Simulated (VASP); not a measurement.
# TmN: N into a neighbouring N vacancy, part 2 of 4

How hard is this move in TmN: N into a neighbouring N vacancy? Both ends are relaxed first, then a band of images between them. The start is a cell from a database of measured crystal structures.

VASP 6.6.1; PBEsol, 4f electrons in the core; plane waves and PAW (Tm_3, N).

Still holding for the runs below: The data set Tm_3 holds the 4f electrons frozen in the core, so no f bands or f moments appear.

So far. Step 2 (Relax the host): The run ended after 3 ionic steps, 0.015 eV below its first step, once forces and stress met EDIFFG = -0.02.

**3. Relax the start**

System of this step: Tm8N7. The cell holds 15 atoms: 8 Tm and 7 N. Its edges and angles: a = 6.730 Å, b = 6.730 Å, c = 6.730 Å, α = 60.0°, β = 60.0°, γ = 60.0°. It derives from TmN. Nearest the centre at fractional (0.250, 0.250, 0.500): N9 at 1.62 Å, Tm6 at 1.67 Å, Tm4 at 1.69 Å, N11 at 2.89 Å, Tm2 at 2.91 Å, N10 at 2.91 Å, N12 at 2.91 Å, Tm1 at 2.92 Å.

A path needs two true minima; the start is relaxed with symmetry off.

The input, INCAR:

```
SYSTEM = Tm8N7
PREC = Normal
ENCUT = 400
EDIFF = 1E-05
NELM = 120
ISMEAR = 1
SIGMA = 0.15
LREAL = Auto
ALGO = Fast
GGA = PS
NBANDS = 68
LORBIT = 11
LWAVE = .FALSE.
LCHARG = .FALSE.
KPAR = 3
IBRION = 2
NSW = 60
ISIF = 2
EDIFFG = -0.05
POTIM = 0.4
MAXMIX = 40
ISYM = 0
```

The input, POSCAR:

```
Tm8N7
1.0
    0.0000000000      4.7590296604      4.7590296604
    4.7590296604      0.0000000000      4.7590296604
    4.7590296604      4.7590296604      0.0000000000
Tm N
8 7
Direct
    0.0016946123     -0.0003059382      0.0017582686
    0.0055786323     -0.0037027265      0.4982261595
    0.0031154329      0.4984166963     -0.0006732623
    0.0005904622      0.5017071195      0.4995289833
    0.5001921081     -0.0022182326     -0.0008767433
    0.4982105998      0.0005603398      0.5019563338
    0.5011196787      0.4989145391     -0.0022005387
    0.5054136898      0.4988171068      0.5000246617
    0.2513603133      0.2479052004      0.7407010379
    0.2517927086      0.7491205949      0.2491051341
    0.2424197478      0.7559933531      0.7529069434
    0.7484597590      0.2543267896      0.2542580345
    0.7479689052      0.2527348717      0.7451049973
    0.7457562929      0.7513724215      0.2490857142
    0.7479597145      0.7516273023      0.7480699315
```

The input, KPOINTS:

```
Automatic mesh
0
Gamma
3 3 3
0 0 0
```

The projector-augmented-wave data sets are Tm_3 and N (PBE family, release 64).

Started as:

```
mpirun -np 3 vasp_std
```

The log of the run:

```text
[banner, memory and clock lines left out]
running    3 mpi-ranks, on    1 nodes
 distrk:  each k-point on    1 cores,    3 groups
 distr:  one band on    1 cores,    1 groups

 POSCAR found type information on POSCAR TmN
 POSCAR found :  2 types and      15 ions
 [... a notice as in an earlier step ...]

 LDA part: xc-table for (Slater+PW92), standard interpolation
 POSCAR, INCAR and KPOINTS ok, starting setup
 FFT: planning ... GRIDC
 FFT: planning ... GRID_SOFT
 FFT: planning ... GRID
 WAVECAR not read
 entering main loop
       N       E                     dE             d eps       ncg     rms          rms(c)
DAV:   1     0.113761324964E+04    0.11376E+04   -0.36207E+04  1976   0.132E+03
DAV:   2     0.104131888019E+03   -0.10335E+04   -0.10066E+04  2096   0.587E+02
DAV:   3    -0.116649934992E+03   -0.22078E+03   -0.20608E+03  3188   0.174E+02
DAV:   4    -0.140285393347E+03   -0.23635E+02   -0.23221E+02  3024   0.560E+01
DAV:   5    -0.141051544227E+03   -0.76615E+00   -0.76125E+00  3072   0.142E+01    0.784E+01
RMM:   6    -0.126915816951E+03    0.14136E+02   -0.85476E+01  2577   0.233E+01    0.629E+01
RMM:   7    -0.126655893082E+03    0.25992E+00   -0.45329E+00  2368   0.736E+00    0.351E+01
RMM:   8    -0.126767656267E+03   -0.11176E+00   -0.12331E+00  2581   0.376E+00    0.512E+00
RMM:   9    -0.126700459183E+03    0.67197E-01   -0.28277E-01  2342   0.156E+00    0.117E+00
RMM:  10    -0.126703786910E+03   -0.33277E-02   -0.10109E-01  2668   0.899E-01    0.619E-01
RMM:  11    -0.126702476708E+03    0.13102E-02   -0.75950E-03  2544   0.287E-01    0.201E-01
RMM:  12    -0.126702435942E+03    0.40766E-04   -0.37156E-03  2483   0.181E-01    0.577E-02
RMM:  13    -0.126702427654E+03    0.82885E-05   -0.65332E-04  2013   0.900E-02    0.243E-02
RMM:  14    -0.126702425933E+03    0.17210E-05   -0.10405E-04  1516   0.419E-02    0.214E-02
RMM:  15    -0.126702421112E+03    0.48203E-05   -0.43902E-05  1382   0.299E-02
   1 F= -.12670242E+03 E0= -.12669863E+03  d E =-.126702E+03
 curvature:   0.00 expect dE= 0.000E+00 dE for cont linesearch  0.000E+00
 trial: gam= 0.00000 g(F)=  0.429E+00 g(S)=  0.000E+00 ort = 0.000E+00 (trialstep = 0.100E+01)
 search vector abs. value=  0.429E+00
 bond charge predicted
       N       E                     dE             d eps       ncg     rms          rms(c)
DAV:   1    -0.126676029024E+03    0.26397E-01   -0.34880E+01  2856   0.351E+01    0.226E+00
RMM:   2    -0.126875626892E+03   -0.19960E+00   -0.19906E+00  2346   0.662E+00    0.130E+00
RMM:   3    -0.126920771176E+03   -0.45144E-01   -0.53733E-01  2659   0.317E+00    0.875E-01
RMM:   4    -0.126919822673E+03    0.94850E-03   -0.41404E-02  2503   0.113E+00    0.419E-01
RMM:   5    -0.126921079887E+03   -0.12572E-02   -0.18076E-02  2531   0.536E-01    0.405E-01
RMM:   6    -0.126919974123E+03    0.11058E-02   -0.44802E-03  2441   0.257E-01    0.840E-02
RMM:   7    -0.126920196096E+03   -0.22197E-03   -0.26688E-03  2395   0.156E-01    0.159E-01
RMM:   8    -0.126920025020E+03    0.17108E-03   -0.53632E-04  1885   0.876E-02    0.594E-02
RMM:   9    -0.126920027731E+03   -0.27111E-05   -0.95860E-05  1636   0.427E-02
   2 F= -.12692003E+03 E0= -.12691632E+03  d E =-.217607E+00
[...]
3 F= -.12692004E+03 E0= -.12691633E+03  d E =-.217615E+00
[...]
4 F= -.12693627E+03 E0= -.12693251E+03  d E =-.162323E-01
[...]
5 F= -.12694304E+03 E0= -.12693926E+03  d E =-.230083E-01
[...]
6 F= -.12694317E+03 E0= -.12693938E+03  d E =-.231371E-01
 curvature:  -1.20 expect dE=-0.306E-02 dE for cont linesearch -0.624E-06
 trial: gam= 0.12863 g(F)=  0.255E-02 g(S)=  0.000E+00 ort =-0.107E-03 (trialstep = 0.124E+01)
 search vector abs. value=  0.289E-02
 bond charge predicted
       N       E                     dE             d eps       ncg     rms          rms(c)
DAV:   1    -0.126943496244E+03   -0.32882E-03   -0.50471E-01  2656   0.357E+00    0.251E-01
RMM:   2    -0.126945363506E+03   -0.18673E-02   -0.18067E-02  2344   0.692E-01    0.266E-01
RMM:   3    -0.126946749742E+03   -0.13862E-02   -0.65529E-03  2655   0.319E-01    0.429E-01
RMM:   4    -0.126945229103E+03    0.15206E-02   -0.41931E-03  2585   0.229E-01    0.133E-01
RMM:   5    -0.126945252234E+03   -0.23131E-04   -0.12255E-03  2160   0.108E-01    0.803E-02
RMM:   6    -0.126945247314E+03    0.49206E-05   -0.10760E-04  1546   0.617E-02    0.719E-02
RMM:   7    -0.126945227760E+03    0.19554E-04   -0.27460E-05  1303   0.391E-02    0.593E-02
RMM:   8    -0.126945222916E+03    0.48438E-05   -0.11618E-05  1159   0.235E-02
   7 F= -.12694522E+03 E0= -.12694143E+03  d E =-.204966E-02
 trial-energy change:   -0.002050  1 .order   -0.002045   -0.003156   -0.000935
 step:   1.7662(harm=  1.7662)  dis= 0.00522  next Energy=  -126.945415 (dE=-0.224E-02)
 reached required accuracy - stopping structural energy minimisation
```

It took 1.8 min on 3 MPI ranks of Intel Xeon 6975P-C (Granite Rapids), shared host; peak memory 0.83 GiB; 5.2 min of CPU time.

OUTCAR, selected parts (step 3):

```text
 Found     14 irreducible k-points:

   k-points           NKPTS =     14   k-points in BZ     NKDIM =     14   number of bands    NBANDS=     68

   dimension x,y,z NGX =    36 NGY =   36 NGZ =   36
   dimension x,y,z NGXF=    72 NGYF=   72 NGZF=   72

   ENCUT  =  400.0 eV  29.40 Ry    5.42 a.u.  10.98 10.98 10.98*2*pi/ulx,y,z

   NELECT =     107.0000    total number of electrons

 E-fermi :   4.5710

 k-point     1 :       0.0000    0.0000    0.0000
  band No.  band energies     occupation
    ...
     52       3.5247      2.00000
     53       3.5256      2.00000
     54       3.6551      2.00000
     55       3.6557      2.00000
     56       3.6563      2.00000
     57       7.0320     -0.00000
     58       7.0324     -0.00000
     59       7.0326     -0.00000
     60       8.0635      0.00000
     61       8.0656      0.00000
    ...

 k-point     2 :       0.3333    0.0000    0.0000
  band No.  band energies     occupation
    ...
     50       2.5950      2.00000
     51       2.7313      2.00000
     52       2.7316      2.00000
     53       4.1682      2.00097
     54       4.5595      1.12957
     55       5.0895     -0.00001
     56       5.0964     -0.00001
     57       6.7152     -0.00000
     58       7.1144     -0.00000
     59       7.1161     -0.00000
    ...

  Total       -2.2607611     -2.2891646     -2.2880158      0.0104178      0.0044201      0.0117753
  in kB      -16.8027367    -17.0138413    -17.0053032      0.0774284      0.0328518      0.0875178
  external PRESSURE =     -16.9406271 kB  Pullay stress =       0.0000000 kB

  energy-cutoff  :      400.00
  volume of cell :      215.57
      direct lattice vectors                 reciprocal lattice vectors
     0.000000000  4.759029660  4.759029660    -0.105063434  0.105063434  0.105063434
     4.759029660  0.000000000  4.759029660     0.105063434 -0.105063434  0.105063434
     4.759029660  4.759029660  0.000000000     0.105063434  0.105063434 -0.105063434

 POSITION                                       TOTAL-FORCE (eV/Angst)
 -----------------------------------------------------------------------------------
      4.75890      9.51273      4.75965        -0.018473      0.020808      0.018054
      7.13676      7.13696      9.47652        -0.010949     -0.015196     -0.006831
      7.13499      9.47101      7.14136        -0.001378     -0.010125     -0.000500
      4.80076      7.13455      7.14143         0.004092     -0.000368     -0.004624
      9.46903      7.13469      7.13992         0.017331     -0.008640      0.005675
      7.13627      4.79946      7.14062        -0.004284      0.004343     -0.003418
      7.13690      7.13552      4.80532        -0.010845     -0.013073      0.004488
      4.75589      4.75534      4.76147         0.015758      0.006023     -0.005540
      4.75509      4.75166      2.38150         0.009902      0.030339      0.008204
      4.75710      2.37559      4.76168         0.000780      0.007087     -0.004692
      7.13779      4.75794      4.75911        -0.020577     -0.013582      0.022474
      2.37731      4.75766      4.76369         0.003639     -0.010664     -0.028729
      4.75911      7.13598      4.76021        -0.022053     -0.009872      0.002885
      4.75680      4.75119      7.14160         0.002136      0.030092     -0.010222
      7.13244      7.13658      7.14082         0.034921     -0.017171      0.002776
 -----------------------------------------------------------------------------------
    total drift:                                0.002261      0.018327     -0.003999

  FREE ENERGIE OF THE ION-ELECTRON SYSTEM (eV)
  ---------------------------------------------------
  free  energy   TOTEN  =      -126.9452229158 eV

  energy  without entropy=     -126.9338540131  energy(sigma->0) =     -126.94143328

 total charge
# of ion       s       p       d       tot
------------------------------------------
    1        0.455   7.237   1.492   9.185
    2        0.467   7.178   1.436   9.082
    3        0.468   7.181   1.438   9.087
    4        0.468   7.180   1.438   9.085
    5        0.467   7.180   1.437   9.084
    6        0.467   7.178   1.435   9.080
    7        0.468   7.180   1.438   9.085
    8        0.455   7.234   1.490   9.179
    9        1.252   2.376   0.000   3.628
   10        1.252   2.376   0.000   3.628
   11        1.252   2.376   0.000   3.628
   12        1.252   2.376   0.000   3.628
   13        1.252   2.376   0.000   3.628
   14        1.252   2.376   0.000   3.628
   15        1.255   2.405   0.000   3.661
--------------------------------------------------
tot         12.482  74.210  11.604  98.297

[... 1 part as in an earlier step ...]

[... 7 further parts left out ...]
```

CONTCAR:

```
Tm8N7
   1.00000000000000
     0.0000000000000000    4.7590296604000004    4.7590296604000004
     4.7590296604000004    0.0000000000000000    4.7590296604000004
     4.7590296604000004    4.7590296604000004    0.0000000000000000
  Tm              N
     8     7
Direct
     0.9995191489162758    0.0006109092415892    0.9993617604124647
     0.9956563809019211    0.9956155087777592    0.5040097859040005
     0.9957261675734120    0.5048655011230709    0.9943883618344778
     0.9954987266450339    0.5051068775814309    0.5036608835819208
     0.5048906963744737    0.9953981351265061    0.9942993481741076
     0.5047052260517374    0.9957319373730104    0.5037906124183015
     0.5047184171830712    0.5050082338306507    0.9946465093955307
     0.5001976904211337    0.5003143945623783    0.4990263079697141
     0.2498485396008517    0.2505689523506874    0.7486030145428512
     0.2500689497422668    0.7504879252362192    0.2491067004522097
     0.2499726633942347    0.7500438236417137    0.7497977060421877
     0.7505776027600882    0.2504025739193432    0.2491348490216967
     0.7498462312287557    0.2504008930731286    0.7496150256555640
     0.7497323491311432    0.7509102956909008    0.2486206602135884
     0.7506738674755956    0.7498034761716049    0.7489141298813887
```

This run has no spin polarisation. Its electron count is odd, so without a moment it is a metal by construction.

Relaxation path:

| step | energy less that of the first step (eV) | largest force (eV/Å) |
| --- | --- | --- |
| 1 | 0.0000 | 1.4262 |
| 2 | -0.2176 | 0.3421 |
| 3 | -0.2176 | 0.3435 |
| 4 | -0.2338 | 0.2006 |
| 5 | -0.2406 | 0.0903 |
| 6 | -0.2408 | 0.0906 |
| 7 | -0.2428 | 0.0390 |

The atoms that moved most (Å):

| atom | dx | dy | dz | length |
| --- | --- | --- | --- | --- |
| Tm2 | 0.024 | -0.020 | -0.050 | 0.059 |
| Tm3 | 0.007 | -0.059 | -0.004 | 0.059 |
| N9 | 0.050 | 0.030 | 0.005 | 0.059 |
| N11 | -0.043 | 0.021 | 0.008 | 0.049 |
| Tm7 | 0.014 | 0.002 | 0.046 | 0.048 |
| N12 | -0.043 | -0.014 | -0.009 | 0.046 |
| Tm6 | -0.014 | 0.040 | 0.008 | 0.043 |
| Tm4 | 0.036 | -0.005 | -0.008 | 0.037 |

The relaxed structure:

```
Tm N
1.0
     0.00000    4.75903    4.75903
     4.75903    0.00000    4.75903
     4.75903    4.75903    0.00000
Tm N
8 7
Direct
  0.99952 0.00061 0.99936
  0.99566 0.99562 0.50401
  0.99573 0.50487 0.99439
  0.99550 0.50511 0.50366
  0.50489 0.99540 0.99430
  0.50471 0.99573 0.50379
  0.50472 0.50501 0.99465
  0.50020 0.50031 0.49903
  0.24985 0.25057 0.74860
  0.25007 0.75049 0.24911
  0.24997 0.75004 0.74980
  0.75058 0.25040 0.24913
  0.74985 0.25040 0.74962
  0.74973 0.75091 0.24862
  0.75067 0.74980 0.74891
```

Numbers from this step:

```
electronic cycles                               : 51
electrons                                       : 107
free energy (TOTEN)                             : -126.9452 eV
energy at zero smearing                         : -126.9414 eV
Fermi energy                                    : 4.571 eV
labelled metallic, from the levels on this mesh : yes
```

The run ended after 7 ionic steps, 0.243 eV below its first step, once the forces on the free atoms met EDIFFG = -0.05.

(Part 2 of 4 ends here.)

[Lines on the potential files, build, host, timing and source positions are cut from VASP's logs without a mark.]

[Logs are printed without paths, hosts, clocks, repeated set-up lines and the standing remarks that a program may print on its own settings, such as how far it seeks lower states.]

[Hosts, paths, dates, database ids (printed as entryN), source tags and the programs' standing remarks are cut or masked in the printed files.]

[Runs that stopped without an error message from VASP are left out.]
